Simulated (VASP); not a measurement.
## FeSi$_{2}$ (relaxed from the AlB2 structure, space group P6/mmm): computed properties

The numbers are results of r2SCAN meta-GGA, VASP's PBE PAW potentials (set 64) (plane waves; VASP 6.6.1), not measurements.

```yaml
space_group: P6/mmm (191)
cell: a = 4.277 Å, b = 4.277 Å, c = 2.463 Å, α = 90.00°, β = 90.00°, γ = 120.00°
volume_per_atom: 13.00 Å^3/atom
band gap (over mesh and band path): none (metal, semimetal or under 0.01 eV)
cell_moment: 2.82 μB
density: 4.77 g/cm³
```

```
FeSi2
1.0
    4.27708     0.00000     0.00000
   -2.13854     3.70406     0.00000
    0.00000     0.00000     2.46256
Fe Si
1 2
Cartesian
  0.00000   0.00000   0.00000
  0.00000   2.46938   1.23128
  2.13854   1.23469   1.23128
```
Starting moments (μB, in the order of the record's atoms Fe Si Si): 2.8 0.1 0.1.

The structure was generated: FeSi2 was put into the AlB2 type (P6/mmm), which need not be its known phase. It was relaxed first, which changed the volume by -47 %. Symmetry was kept, so distortions that lower it aren't found.
